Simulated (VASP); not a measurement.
Output of a VASP run:

OSZICAR:
```
...
DAV:   5    -0.646571502201E+02    0.15778E-01   -0.26247E-02  1007   0.162E+00    0.512E-01
DAV:   6    -0.646527934857E+02    0.43567E-02   -0.41703E-03   688   0.509E-01    0.934E-02
DAV:   7    -0.646528493852E+02   -0.55900E-04   -0.71738E-04  1007   0.230E-01    0.593E-02
DAV:   8    -0.646528438651E+02    0.55200E-05   -0.38201E-05   931   0.812E-02    0.253E-02
DAV:   9    -0.646528400966E+02    0.37685E-05   -0.14883E-05   955   0.443E-02    0.992E-03
DAV:  10    -0.646528400132E+02    0.83426E-07   -0.46757E-07   437   0.905E-03
   2 F= -.51276000E+02 E0= -.51275833E+02  d E =0.323212E+00
       N       E                     dE             d eps       ncg     rms          rms(c)
DAV:   1    -0.674950662864E+02   -0.28422E+01   -0.35894E+01   643   0.888E+01    0.127E+01
DAV:   2    -0.678633525532E+02   -0.36829E+00   -0.35945E+01   957   0.826E+01    0.112E+01
DAV:   3    -0.659648329902E+02    0.18985E+01   -0.12663E+01   952   0.457E+01    0.280E+00
DAV:   4    -0.659473208549E+02    0.17512E-01   -0.22194E-01   829   0.392E+00    0.188E+00
DAV:   5    -0.659230297288E+02    0.24291E-01   -0.77829E-02   977   0.370E+00    0.264E-01
DAV:   6    -0.659224573791E+02    0.57235E-03   -0.24963E-03   872   0.558E-01    0.110E-01
DAV:   7    -0.659224749176E+02   -0.17538E-04   -0.78478E-05  1002   0.730E-02    0.429E-02
DAV:   8    -0.659224706184E+02    0.42992E-05   -0.34163E-05   981   0.794E-02    0.551E-03
DAV:   9    -0.659224701235E+02    0.49488E-06   -0.16800E-06   434   0.945E-03
   3 F= -.51664771E+02 E0= -.51664416E+02  d E =-.655592E-01
       N       E                     dE             d eps       ncg     rms          rms(c)
DAV:   1    -0.659134547830E+02    0.90158E-02   -0.36276E-03   653   0.883E-01    0.131E-01
DAV:   2    -0.659134612383E+02   -0.64553E-05   -0.32276E-03   957   0.780E-01    0.101E-01
DAV:   3    -0.659133032685E+02    0.15797E-03   -0.11547E-03   962   0.452E-01    0.277E-02
DAV:   4    -0.659132973047E+02    0.59638E-05   -0.29914E-05   974   0.560E-02    0.499E-03
DAV:   5    -0.659132971656E+02    0.13906E-06   -0.44401E-07   384   0.761E-03
   4 F= -.51664804E+02 E0= -.51664452E+02  d E =-.655926E-01
       N       E                     dE             d eps       ncg     rms          rms(c)
DAV:   1    -0.659071958291E+02    0.61015E-02   -0.33302E-01   638   0.332E+00    0.123E-01
DAV:   2    -0.659077398171E+02   -0.54399E-03   -0.68636E-03   921   0.718E-01    0.806E-02
DAV:   3    -0.659076815161E+02    0.58301E-04   -0.11796E-04   903   0.104E-01    0.452E-02
DAV:   4    -0.659076586979E+02    0.22818E-04   -0.52819E-05  1002   0.705E-02    0.117E-02
DAV:   5    -0.659076573961E+02    0.13017E-05   -0.11491E-05   917   0.470E-02    0.517E-03
DAV:   6    -0.659076572817E+02    0.11445E-06   -0.88276E-07   409   0.159E-02
   5 F= -.51666363E+02 E0= -.51665940E+02  d E =-.155849E-02
       N       E                     dE             d eps       ncg     rms          rms(c)
DAV:   1    -0.659052788571E+02    0.23785E-02   -0.38046E-02   638   0.112E+00    0.408E-02
DAV:   2    -0.659053436749E+02   -0.64818E-04   -0.79816E-04   918   0.242E-01    0.272E-02
DAV:   3    -0.659053368502E+02    0.68247E-05   -0.13432E-05   842   0.328E-02    0.145E-02
DAV:   4    -0.659053342878E+02    0.25624E-05   -0.37597E-06   633   0.143E-02    0.184E-03
DAV:   5    -0.659053343159E+02   -0.28114E-07   -0.48531E-07   364   0.105E-02
   6 F= -.51666471E+02 E0= -.51666022E+02  d E =-.166711E-02
```

### OUTCAR
```
------------------------ aborting loop because EDIFF is reached ----------------------------------------
  FORCE on cell =-STRESS in cart. coord.  units (eV):
  Direction    XX          YY          ZZ          XY          YZ          ZX
  --------------------------------------------------------------------------------------
  Total       14.2604486     14.2604486     14.2604486      0.0000000      0.0000000     -0.0000000
  in kB      300.4547925    300.4547925    300.4547925      0.0000000      0.0000000     -0.0000000
  external PRESSURE =       0.4547925 kB  Pullay stress =     300.0000000 kB
  volume of cell :       76.04
      direct lattice vectors                 reciprocal lattice vectors
     4.236639827  0.000000000  0.000000000     0.236036114 -0.000000000  0.000000000
     0.000000000  4.236639827 -0.000000000    -0.000000000  0.236036114 -0.000000000
    -0.000000000  0.000000000  4.236639827    -0.000000000  0.000000000  0.236036114
 POSITION                                       TOTAL-FORCE (eV/Angst)
 -----------------------------------------------------------------------------------
      3.64113      2.71383      1.52281        -0.001075      0.001075     -0.001075
      1.52281      3.64113      2.71383        -0.001075     -0.001075      0.001075
      0.59551      0.59551      0.59551         0.001075      0.001075      0.001075
      2.71383      1.52281      3.64113         0.001075     -0.001075     -0.001075
      0.66744      1.45088      2.78576         0.000792     -0.000792      0.000792
      2.78576      0.66744      1.45088         0.000792      0.000792     -0.000792
      3.56920      3.56920      3.56920        -0.000792     -0.000792     -0.000792
      1.45088      2.78576      0.66744        -0.000792      0.000792      0.000792
 -----------------------------------------------------------------------------------
    total drift:                               -0.000000     -0.000000     -0.000000
  FREE ENERGIE OF THE ION-ELECTRON SYSTEM (eV)
  ---------------------------------------------------
  free  energy   TOTEN  =       -65.9053343159 eV

  energy  without entropy=      -65.9044359046  energy(sigma->0) =      -65.90488511
  enthalpy is  TOTEN    =       -51.6664714980 eV   P V=       14.2388628179

 reached required accuracy - stopping structural energy minimisation
```
(Selected blocks of OUTCAR.)

POSCAR:
```
FeSi
1
    4.2756007572     0.0000000000     0.0000000000
    0.0000000000     4.2756007572     0.0000000000
    0.0000000000     0.0000000000     4.2756007572
Fe Si
4 4
Direct
  0.8602816301   0.6397183699   0.3602816301
  0.3602816301   0.8602816301   0.6397183699
  0.1397183699   0.1397183699   0.1397183699
  0.6397183699   0.3602816301   0.8602816301
  0.1579257816   0.3420742184   0.6579257816
  0.6579257816   0.1579257816   0.3420742184
  0.8420742184   0.8420742184   0.8420742184
  0.3420742184   0.6579257816   0.1579257816
```

Task: Write an INCAR and KPOINTS that could have produced this output.

Result: Several could match; the one computed here: the input of the run itself, LDA (Ceperley-Alder, Perdew-Zunger), plane waves, VASP's LDA PAW potentials (set 64).

INCAR:
```
LWAVE = .False.
EDIFF = 1E-6
LMAXMIX = 4
LCHARG = .False.
ISIF = 3
ENCUT = 500
NELM = 100   # most electronic steps
IBRION = 2
LREAL = .False.
ISMEAR = 0   # Gaussian
SYSTEM = FeSi
NSW = 40   # most ionic steps
SIGMA = 0.05   # width (eV)
PSTRESS = 300   # kbar
EDIFFG = -0.02
ALGO = Normal   # blocked Davidson
PREC = Accurate
LASPH = .True.
```

**KPOINTS**
```
Automatic mesh
0
Gamma
5 5 5
0 0 0
```

POTCAR, in this order: Fe Si (LDA.64 set). Program: vasp_std.

Energy and stress use the plane-wave basis of the starting cell.

The compound is FeSi in the B20 structure. This run relaxes it under an external pressure of 30 GPa. Symmetry was kept, so distortions that lower it aren't found. The run is not spin-polarised, so no magnetic state was tried.
